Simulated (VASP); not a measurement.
A convergence study with VASP on KTaO3 (cubic perovskite): one setting is varied, all else stays as given below, so the limit is that of these other settings.

```xyz
5
Lattice="3.9900 0.0000 0.0000 0.0000 3.9900 0.0000 0.0000 0.0000 3.9900" Properties=species:S:1:pos:R:3 pbc="T T T"
K      0.0000     0.0000     0.0000
Ta     1.9950     1.9950     1.9950
O      1.9950     0.0000     1.9950
O      0.0000     1.9950     1.9950
O      1.9950     1.9950     0.0000
```

Level of theory: LDA (Ceperley-Alder, Perdew-Zunger), VASP's LDA PAW potentials (set 64) (plane waves; VASP). The tightest run used: 700 eV cut-off, 14×14×14 Γ-centred mesh, tetrahedra with Blöchl corrections, potentials K_sv Ta_pv O.

Unless said otherwise, spin-orbit coupling is left out, though it shifts the bands of the heavy elements here. Gaps are read on the run's mesh, which can miss a band edge.

Task: The settings run are 3×3×3 mesh; 4×4×4 mesh; 5×5×5 mesh; 6×6×6 mesh; 7×7×7 mesh; 8×8×8 mesh; 9×9×9 mesh; 10×10×10 mesh; 11×11×11 mesh; 12×12×12 mesh; 13×13×13 mesh; 14×14×14 mesh. From which on does the stress (every component) stay within 0.1 GPa of the tightest run?

Result: From 4×4×4 mesh on: it is off by 0.04 there and by no more than 0.1 in any finer run, while 3×3×3 mesh is off by 0.27.
```json
[
 {"setting": "3×3×3 mesh", "E (eV/atom)": "-8.9826", "pressure (GPa)": "-4.65", "gap on the mesh (eV)": "2.238", "irreducible k-points": "4", "difference judged (GPa)": "0.27"},
 {"setting": "4×4×4 mesh", "E (eV/atom)": "-9.0065", "pressure (GPa)": "-4.87", "gap on the mesh (eV)": "2.002", "irreducible k-points": "10", "difference judged (GPa)": "0.04"},
 {"setting": "5×5×5 mesh", "E (eV/atom)": "-9.0107", "pressure (GPa)": "-4.91", "gap on the mesh (eV)": "2.131", "irreducible k-points": "10", "difference judged (GPa)": "0.00"},
 {"setting": "6×6×6 mesh", "E (eV/atom)": "-9.0116", "pressure (GPa)": "-4.91", "gap on the mesh (eV)": "2.020", "irreducible k-points": "20", "difference judged (GPa)": "0.00"},
 {"setting": "7×7×7 mesh", "E (eV/atom)": "-9.0118", "pressure (GPa)": "-4.91", "gap on the mesh (eV)": "2.080", "irreducible k-points": "20", "difference judged (GPa)": "0.00"},
 {"setting": "8×8×8 mesh", "E (eV/atom)": "-9.0118", "pressure (GPa)": "-4.92", "gap on the mesh (eV)": "2.021", "irreducible k-points": "35", "difference judged (GPa)": "0.00"},
 {"setting": "9×9×9 mesh", "E (eV/atom)": "-9.0118", "pressure (GPa)": "-4.91", "gap on the mesh (eV)": "2.058", "irreducible k-points": "35", "difference judged (GPa)": "0.00"},
 {"setting": "10×10×10 mesh", "E (eV/atom)": "-9.0118", "pressure (GPa)": "-4.91", "gap on the mesh (eV)": "2.021", "irreducible k-points": "56", "difference judged (GPa)": "0.00"},
 {"setting": "11×11×11 mesh", "E (eV/atom)": "-9.0118", "pressure (GPa)": "-4.91", "gap on the mesh (eV)": "2.046", "irreducible k-points": "56", "difference judged (GPa)": "0.00"},
 {"setting": "12×12×12 mesh", "E (eV/atom)": "-9.0118", "pressure (GPa)": "-4.91", "gap on the mesh (eV)": "2.021", "irreducible k-points": "84", "difference judged (GPa)": "0.00"},
 {"setting": "13×13×13 mesh", "E (eV/atom)": "-9.0118", "pressure (GPa)": "-4.91", "gap on the mesh (eV)": "2.039", "irreducible k-points": "84", "difference judged (GPa)": "0.00"},
 {"setting": "14×14×14 mesh", "E (eV/atom)": "-9.0118", "pressure (GPa)": "-4.91", "gap on the mesh (eV)": "2.021", "irreducible k-points": "120", "difference judged (GPa)": "0.00"}
]
```

Left out are rungs that failed or repeat a setting and relaxations that didn't move; long series are thinned to 24 rows.

The compound is KTaO3 in the cubic perovskite structure. The cell was not relaxed at this level.
